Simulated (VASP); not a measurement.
All values below come from PBE GGA, VASP's PBE PAW potentials (set 64) (plane waves; VASP).

Input for VASP

### INCAR
```
! general
SYSTEM   =  WSi2
PREC     =  Accurate
ENCUT    =  180
LREAL    =  .FALSE.
LASPH    =  .TRUE.

! electronic loop
EDIFF    =  1E-6
NELM     =  100
ALGO     =  Normal
LMAXMIX  =  6

! smearing
ISMEAR   =  -1
SIGMA    =  0.1

! functional
GGA      =  PE

! ions
ISIF     =  2

! output
LWAVE    =  .FALSE.
LCHARG   =  .FALSE.
```

### KPOINTS
```
K-points
0
Gamma
 12 12 12
```

**POSCAR**
```
WSi2
1
   -1.6050000000     1.6050000000     3.9150000000
    1.6050000000    -1.6050000000     3.9150000000
    1.6050000000     1.6050000000    -3.9150000000
Si W
2 1
Direct
  0.6650000000   0.6650000000   0.0000000000
  0.3350000000   0.3350000000   0.0000000000
  0.0000000000   0.0000000000   0.0000000000
```

POTCAR, in this order: Si W_sv (PBE.64 set). Program: vasp_std.

What VASP printed:

### OSZICAR
```
       N       E                     dE             d eps       ncg     rms          rms(c)
DAV:   1     0.522218368349E+02    0.52222E+02   -0.61346E+03  5345   0.724E+02
DAV:   2    -0.243558847349E+02   -0.76578E+02   -0.75559E+02  6038   0.209E+02
DAV:   3    -0.256093057386E+02   -0.12534E+01   -0.12418E+01  6143   0.271E+01
DAV:   4    -0.256150683423E+02   -0.57626E-02   -0.57608E-02  6010   0.190E+00
DAV:   5    -0.256151113755E+02   -0.43033E-04   -0.43033E-04  6178   0.151E-01    0.307E+01
DAV:   6    -0.247839125072E+02    0.83120E+00   -0.47548E+00  5814   0.158E+01    0.125E+01
DAV:   7    -0.246890744933E+02    0.94838E-01   -0.32809E-01  5485   0.298E+00    0.554E+00
DAV:   8    -0.246670884126E+02    0.21986E-01   -0.53497E-02  6269   0.197E+00    0.372E-01
DAV:   9    -0.246667003032E+02    0.38811E-03   -0.12194E-03  5828   0.250E-01    0.197E-01
DAV:  10    -0.246666572095E+02    0.43094E-04   -0.29796E-04  6087   0.172E-01    0.331E-02
DAV:  11    -0.246666524196E+02    0.47899E-05   -0.43911E-05  6115   0.496E-02    0.150E-02
DAV:  12    -0.246666524762E+02   -0.56594E-07   -0.16849E-06  3712   0.908E-03
   1 F= -.24666652E+02 E0= -.24661470E+02  d E =-.103646E-01
```

**OUTCAR**
```
------------------------ aborting loop because EDIFF is reached ----------------------------------------
  FORCE on cell =-STRESS in cart. coord.  units (eV):
  Direction    XX          YY          ZZ          XY          YZ          ZX
  --------------------------------------------------------------------------------------
  Total       -1.2876257     -1.2876257     -1.3464428      0.0000000     -0.0000000      0.0000000
  in kB      -51.1397257    -51.1397257    -53.4757204      0.0000000     -0.0000000      0.0000000
  external PRESSURE =     -51.9183906 kB  Pullay stress =       0.0000000 kB
  volume of cell :       40.34
      direct lattice vectors                 reciprocal lattice vectors
    -1.605000000  1.605000000  3.915000000     0.000000000  0.311526480  0.127713921
     1.605000000 -1.605000000  3.915000000     0.311526480  0.000000000  0.127713921
     1.605000000  1.605000000 -3.915000000     0.311526480  0.311526480  0.000000000
 POSITION                                       TOTAL-FORCE (eV/Angst)
 -----------------------------------------------------------------------------------
      0.00000      0.00000      5.20695        -0.000000     -0.000000      0.079680
      0.00000      0.00000      2.62305         0.000000      0.000000     -0.079680
      0.00000      0.00000      0.00000         0.000000      0.000000      0.000000
 -----------------------------------------------------------------------------------
    total drift:                               -0.000000      0.000000     -0.000000
  FREE ENERGIE OF THE ION-ELECTRON SYSTEM (eV)
  ---------------------------------------------------
  free  energy   TOTEN  =       -24.6666524762 eV

  energy  without entropy=      -24.6562878970  energy(sigma->0) =      -24.66147019
```
(Selected blocks of OUTCAR.)

OUTCAR:
```
 val. band max:       11.9846990545   @ k =  -0.3333  -0.4167   0.3333

 cond. band min:      12.0508177217   @ k =  -0.4167  -0.4167   0.3333


 Fermi energy:        12.0467961040

 k-point     1 :       0.0000    0.0000    0.0000
  band No.  band energies     occupation
      1     -61.9605      2.00000
      2     -26.2098      2.00000
      3     -26.1954      2.00000
      4     -26.1954      2.00000
      5      -2.0960      2.00000
      6       5.1392      2.00000
      7       8.2596      2.00000
      8       8.7024      2.00000
      9       9.2028      2.00000
     10       9.2028      2.00000
     11      12.6805      0.00353
     12      14.8173      0.00000
     13      15.0910      0.00000
     14      15.1221      0.00000
     15      15.1221      0.00000

 k-point     2 :       0.0833    0.0000    0.0000
  band No.  band energies     occupation
      1     -61.9606      2.00000
      2     -26.2114      2.00000
      3     -26.2085      2.00000
      4     -26.1937      2.00000
      5      -1.9630      2.00000
      6       5.1483      2.00000
      7       7.8691      2.00000
      8       8.6877      2.00000
      9       9.2928      2.00000
     10       9.3388      2.00000
     11      12.1648      0.46999
     12      14.4214      0.00000
     13      14.7001      0.00000
     14      15.4732      0.00000
     15      15.7133      0.00000

 k-point     3 :       0.1667   -0.0000    0.0000
  band No.  band energies     occupation
      1     -61.9629      2.00000
      2     -26.2538      2.00000
      3     -26.2073      2.00000
      4     -26.1909      2.00000
      5      -1.5706      2.00000
      6       5.1162      2.00000
      7       7.1468      2.00000
      8       8.5668      2.00000
      9       9.5146      2.00000
     10       9.5376      2.00000
     11      11.2962      1.99890
     12      13.6072      0.00000
     13      14.2940      0.00000
     14      16.2855      0.00000
     15      16.4969      0.00000
...
```

At this cut-off the stress carries a Pulay error, which pulls relaxed volumes low. Unless said otherwise, spin-orbit coupling is left out, though it shifts the bands of the heavy elements here.

The structure is a typed WSi2 crystal. The cell was not relaxed at this level. The run is one of a series of settings (ENCUT = 180 against the base run), some of them coarse on purpose.
